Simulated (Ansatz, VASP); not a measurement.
## ScSF in VASP and in Ansatz

```xyz
3
Lattice="3.6858 0.0000 0.0000 -1.8429 3.1920 0.0000 0.0000 0.0000 3.6110" Properties=species:S:1:pos:R:3 pbc="T T T"
Sc    1.8429    1.0640    1.8055
S     0.0000    2.1280    0.0000
F     0.0000    0.0000    1.8055
```

Alike in both runs: functional PBE; dispersion D3(BJ); k mesh 10 × 10 × 8; no spin polarisation.

Ansatz relaxed the structure, and its values are those at the end. VASP's run is a single point on that final structure, the one shown.

|  | VASP | Ansatz |
| --- | --- | --- |
| version | VASP 6.6.1 | Ansatz 0.2.0 |
| potentials or method | VASP PAW PBE potentials, release 64 (Sc_sv, S, F) | scalar-relativistic, plane waves, PAW |
| plane-wave cutoff (eV) | 520 | 420 |
| occupations | gaussian, width 0.01 eV | fixed |
| valence electrons in the cell | 24 | 24 |

VASP gave:

- gap on the k mesh at the Fermi level (eV): 1.09
- least direct gap on the mesh (eV): 1.09
- pressure (GPa): 0.3

Task: Which values does Ansatz return?

Result: gap on the k mesh at the Fermi level (eV): 1.09; least direct gap on the mesh (eV): 1.09; pressure (GPa): 0.0.

A k mesh can miss the band edges.
